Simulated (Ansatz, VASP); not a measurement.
# BeMoS3: VASP beside Ansatz, part 2 of 2

Wanted: the spread between two codes on one cell, functional and k mesh. The cell is generated by rule, not measured, and may not be a known phase. The two relaxations start from unlike cells of this crystal (the structure described is Ansatz's start), so only their ends are compared.

VASP 6.6.1 and Ansatz 0.2.0.

So far: The structure; VASP: relaxation of cell and atoms, PBEsol.

The structure was built from a prototype and need not be the compound's stable phase.

### 3. Ansatz: relaxation of cell and atoms, PBEsol

Level of this step: Ansatz beside VASP: Kohn-Sham DFT, plane waves, PBEsol (Ansatz).

Ansatz runs on its default PAW (the set named soft_2) files.

Its own start cell and the same functional, mesh and smearing now go to Ansatz, which takes its cutoff from its data sets.

The input, input.yaml:

```yaml
crystal:
  lattice:
    - [3.45881, 0.0, 0.0]
    - [0.0, 3.45881, 0.0]
    - [0.0, 0.0, 3.45881]
  atoms:
    - { symbol: Be, position: [0.5, 0.5, 0.5] }
    - { symbol: Mo, position: [0.0, 0.0, 0.0] }
    - { symbol: S, position: [0.0, 0.5, 0.0] }
    - { symbol: S, position: [0.0, 0.0, 0.5] }
    - { symbol: S, position: [0.5, 0.0, 0.0] }
kpoints:
  mp_grid: { grid: [6, 6, 6] }
hamiltonian:
  xc: pbesol
scf:
  occupations: { method: gaussian, width: 0.1 }
output:
  forces: true
  stress: true
  eigenvalues: true
relax:
  adjacent_minimum: "off"
  f_tol: 0.05
  max_steps: 80
  cell: { stress_tol: 0.5 }
```

The run is started by

```console
$ ansatz run input.yaml --threads 8 --pin off --max-ram 14336MiB --backend cpu --events-out ev --progress --plain --runs-dir out
```

Numbers of over 12 decimals in the logs are rounded to 6 here.

The log of the run:

```text
The last accepted step is kept in <dir> (removed where the run ends without a failure and the disk answers)
Engine: ansatz 0.2.0, x86_64-unknown-linux-gnu
Pseudopotentials: kind: paw
Pseudopotential: Be, paw, valence charge 2, recommended cutoff 420 eV (normal), Be.paw.azcp
Pseudopotential: Mo, paw, valence charge 14, recommended cutoff 420 eV (normal), Mo.paw.azcp
Pseudopotential: S, paw, valence charge 6, recommended cutoff 420 eV (normal), S.paw.azcp
Functional definition: PBEsol
  exchange = pbesol_x
  correlation = pbesol_c
Crystal: 5 atoms, lattice volume = 41.379 Å³
Basis set: ecut = 420 eV, 799 PW (Γ), exchange–correlation on 48×48×48 points (8 copies of the dense FFT grid, shifted against one another)
Bands: 22, of which v1, the nominal top of the filled ones, is band 17 counted from 1 (16 counted from 0)
Symmetry: 48 space group operations
Space group: Pm-3m (ITA 221), of the structure as read, at distance tolerance 3.5e-5 Å
k-points: 20 of 216
Non-local potential: Be, projectors of the file, l = 0: 2, l = 1: 2, l = 2: 1
Non-local potential: Mo, projectors of the file, l = 0: 3, l = 1: 2, l = 2: 2, l = 3: 1
Non-local potential: S, projectors of the file, l = 0: 2, l = 1: 2, l = 2: 2
PAW form: soft (Blöchl's): semilocal exchange-correlation on the pseudo side does not see the compensation charge
PAW frozen core: Be, regenerated for the run's functional, and the local potential with it (the file was generated under x = pbe(κ = 0.804, μ = 0.219515), c = pbe(β = 0.066725))
PAW frozen core: Mo, regenerated for the run's functional, and the local potential with it (the file was generated under x = pbe(κ = 0.804, μ = 0.219515), c = pbe(β = 0.066725))
PAW frozen core: S, regenerated for the run's functional, and the local potential with it (the file was generated under x = pbe(κ = 0.804, μ = 0.219515), c = pbe(β = 0.066725))
PAW one-centre angular grid: Be, 110 points (default); XC on 64 Gauss nodes
PAW one-centre angular grid: Mo, 590 points (default); XC on 64 Gauss nodes
PAW one-centre angular grid: S, 110 points (default); XC on 64 Gauss nodes
Initial density: superposition of atomic densities (neutral atoms: chi_scale 0, normalization atom), corrected by the library's trained network
Initial wavefunctions: pseudopotential atomic-orbital guess
Functional: x = pbesol(κ = 0.804, μ = 0.123457), c = pbesol(β = 0.046)
SCF iter   1: F=—  HF=-7601.031667 eV  |F-HF|=—  |Δ(HF+E_count)|=         —  Δρ=8.49e-2  dr2=5.79e0  ethr=1.77e-3  ⟨swp⟩=6.8  Hψ=2562  notcnv=0
preconditioner: auto → Kerker (q_TF=auto, 2.640 Å⁻¹)  [metal: Δε(μ)=0.027 eV  Ē_g=11.589 eV  σ=0.100 eV  W_gap=0.15  n_scr=18 (ndim 8)  ℏωp=29.4 eV  f_vac=0.000  D(μ)=3.34/eV (n_scr^D=32)]
SCF iter   2: F=—  HF=-7599.777872 eV  |F-HF|=—  |Δ(HF+E_count)|=    1.25e0  Δρ=3.51e-2  dr2=9.61e-1  ethr=1.77e-3  ⟨swp⟩=3.0  Hψ=1016  notcnv=0  defer=14
SCF iter   3: F=—  HF=-7599.589631 eV  |F-HF|=—  |Δ(HF+E_count)|=   1.88e-1  Δρ=9.95e-3  dr2=4.89e-2  ethr=1.77e-3  ⟨swp⟩=2.6  Hψ=791  notcnv=0  defer=15
SCF iter   4: F=—  HF=-7599.577921 eV  |F-HF|=—  |Δ(HF+E_count)|=   1.17e-2  Δρ=1.43e-3  dr2=5.31e-4  ethr=1.44e-4  ⟨swp⟩=2.8  Hψ=902  notcnv=0  defer=16
SCF iter   5: F=—  HF=-7599.577884 eV  |F-HF|=—  |Δ(HF+E_count)|=   3.68e-5  Δρ=2.86e-4  dr2=2.31e-5  ethr=1.56e-6  ⟨swp⟩=2.1  Hψ=573  notcnv=0  defer=16
SCF iter   6: F=—  HF=-7599.578049 eV  |F-HF|=—  |Δ(HF+E_count)|=   1.65e-4  Δρ=5.28e-5  dr2=7.95e-7  ethr=6.79e-8  ⟨swp⟩=2.4  Hψ=691  notcnv=0  defer=16
SCF iter   7: F=-7599.578049 eV  HF=-7599.578049 eV  |F-HF|=1.39e-8  |Δ(HF+E_count)|=   1.85e-8  Δρ=8.17e-6  dr2=2.97e-8  ethr=2.94e-10  ⟨swp⟩=9.8  Hψ=2232  notcnv=0
SCF 1 converged in 7 iterations: F = -7599.578049 eV  dr2 = 2.97e-8
  greatest PAW one-centre occupation: 1.035 electrons in one spin orbital (limit 2), on the Mo atom at site 1 (counted from 0), in its partial waves of l = 1
relax step   1: F+E_penalty+E_count = -7599.57804884 eV  Δ(F+E_penalty+E_count) = +0.000e0 eV  max|allowed force component| = 1.657e-30 eV/Å  Δτ_max = 0.0000 Å  P = +428.165 GPa  Ω = 41.379 Å³  (7 SCF iters, dr2 threshold 1.00e-7 eV, accepted)
[...]
relax step  10: F+E_penalty+E_count = -7640.28271455 eV  Δ(F+E_penalty+E_count) = -1.889e-1 eV  max|allowed force component| = 7.165e-31 eV/Å  Δτ_max = 0.0000 Å  P = +2.497 GPa  Ω = 96.394 Å³  energy of the carried Pulay correction = -5.378e-4 eV  (6 SCF iters, dr2 threshold 5.00e-7 eV, accepted)
[...]
relax step  11: F+E_penalty+E_count = -7640.29987951 eV  Δ(F+E_penalty+E_count) = -1.716e-2 eV  max|allowed force component| = 4.996e-31 eV/Å  Δτ_max = 0.0000 Å  P = -0.034 GPa  Ω = 98.725 Å³  energy of the carried Pulay correction = -8.964e-4 eV  (6 SCF iters, dr2 threshold 5.00e-7 eV, accepted)
[...]
relax step  12: F+E_penalty+E_count = -7640.30050818 eV  Δ(F+E_penalty+E_count) = -6.287e-4 eV  max|allowed force component| = 9.401e-31 eV/Å  Δτ_max = 0.0000 Å  P = -0.045 GPa  Ω = 98.725 Å³  stress off target by 4.53e-2 GPa  SCF on the basis re-selected at this cell (its energy is not comparable with the rows above)  (6 SCF iters)
basis re-selected at this cell: Δ(F+E_penalty+E_count) = -6.287e-4 eV, ΔP = -0.012 GPa vs the last step (what re-selecting the basis moved, of the pressure what is left beyond the Pulay correction that the steps carried, after the strain that the cell walked since its last selection, with what the two solves' SCF thresholds leave and, on support functions, any second-order correction that the steps lacked; it is no m [...]
SCF converged after 6 iterations
Free energy (F): -7640.300508 eV
Harris-Foulkes:  -7640.300508 eV  (|F-HF|=0.00e0)
Internal energy: -7640.275668 eV  (E = F + TS)
E sigma→0 (E₀):  -7640.288088 eV
Entropy (-TS):   -0.024841 eV (-4.968 meV/atom)
Fermi energy:    7.021100 eV
--- Per-component energies (eV) ---
  E_band       = -237.324476
  E_kinetic    = 773.256015
  E_local      = -2305.413693  (includes V_loc(G=0)·N_el)
  E_nonlocal   = 235.269136
  E_hartree    = 862.845750
  E_xc         = -485.631323
  E_vxc        = -505.312875  (∫ρ·V_xc dr)
  E_paw        = -4953.034333  (= ΣΔE_a)
  E_vpaw       = -160.814585  (= ΣTr[D̂ρ^β])
  E_aug_tail   = 0.000037  (compensation charges beyond the density's cutoff)
  E_ewald      = -1767.971936
  E_core_change = 0.404679  (= ΣΔE_core)
  E_smearing   = -0.024841  (= −TS)
  E_closure    = 0.000000  (closes the sum)
  Σ components = -7640.300508   (vs F -7640.300508, Δ=0.00e0)
--- Forces (eV/Å), atoms counted from 1 ---
  atom   1  Be     0.00000000     0.00000000     0.00000000
  atom   2  Mo    -0.00000000     0.00000000    -0.00000000
  atom   3  S      0.00000000     0.00000000    -0.00000000
  atom   4  S      0.00000000    -0.00000000     0.00000000
  atom   5  S     -0.00000000    -0.00000000     0.00000000
  max |Σ_I F_I| component: 1.22e-30 eV/Å
--- Stress (GPa, compression-positive) ---
       -0.045337      -0.000000       0.000000
       -0.000000      -0.045337      -0.000000
        0.000000      -0.000000      -0.045337
  P = ⅓ Tr σ = -0.0453 GPa (-0.453 kbar)
--- Band table (eV; the first three rows and the last of 20) ---
  k-point 0: bands = [... 13 lower, 5.6564, 5.6564, 5.6564, 5.9136, 6.3005, 6.3005, 6.3005, 7.7518, ... 1 higher]
  k-point 1: bands = [... 13 lower, 5.3541, 5.4853, 6.0723, 6.0723, 6.6120, 6.9034, 6.9034, 7.7703, ... 1 higher]
  k-point 2: bands = [... 13 lower, 5.1823, 5.3791, 6.1707, 6.1707, 7.6255, 7.7973, 7.9448, 7.9448, ... 1 higher]
  k-point 19: bands = [... 13 lower, 5.6663, 7.2723, 7.2723, 7.2723, 8.2350, 8.2350, 8.2350, 12.3499, ... 1 higher]
--- Relaxed structure (10 steps of the walk, 10 accepted, 2 SCFs on fresh bases) ---
  F+E_penalty+E_count = -7640.30050818 eV   max|allowed force component| = 9.401e-31 eV/Å   (the final SCF, on the basis selected at the relaxed cell)
  cell:  # Å, volume = 98.7247 Å³
    - [4.621774, 0, 0]
    - [0, 4.621774, 0]
    - [0, 0, 4.621774]
  atoms:
    - { symbol: Be, position: [0.5, 0.5, 0.5] }
    - { symbol: Mo, position: [0, 0, 0] }
    - { symbol: S, position: [0, 0.5, 0] }
    - { symbol: S, position: [0, 0, 0.5] }
    - { symbol: S, position: [0.5, 0, 0] }
```

In the SCF lines HF is the Harris–Foulkes energy and dr2 the Hartree energy of the density residual, in eV; the loop may stop once dr2 is under the threshold and the program's other checks hold. Hψ counts applications of the Hamiltonian.

### 4. Comparison

Known differences besides the potentials themselves: the cutoff is 420 eV in Ansatz and 600 eV in VASP; Ansatz makes its cores anew for this functional, VASP keeps those of its PBE data sets; Ansatz adds a Pulay correction to the stress that steers its cell, VASP none. Total energies have different zeros and are not compared.

Both answers:

```tsv
quantity	Ansatz	VASP	difference
volume (Å³)	98.72	98.70	+0.02 %
edge a after relaxation, in the typed setting (Å)	4.622	4.621	+0.01 %
```

### 5. What came out

| Item | Value |
| --- | --- |
| difference in volume (relaxation of cell and atoms, PBEsol) | 0.024 % |

**Reading.** The difference in volume is 0.024 % (relaxation of cell and atoms, PBEsol), within the 1.2 % picked in this series as the mark of a large difference, as far as the stopping tolerances let one tell. 1 further run of this series is not shown here. Such differences can come from data sets, numerical settings and the points named under the comparisons, not from the functional's error against experiment.

[Lines on the potential files, build, host, timing and source positions are cut from VASP's logs without a mark.]

[Logs are printed without paths, hosts, clocks, repeated set-up lines and the standing remarks that a program may print on its own settings, such as how far it seeks lower states.]

[Hosts, paths, dates, database ids (printed as entryN), source tags and the programs' standing remarks are cut or masked in the printed files.]
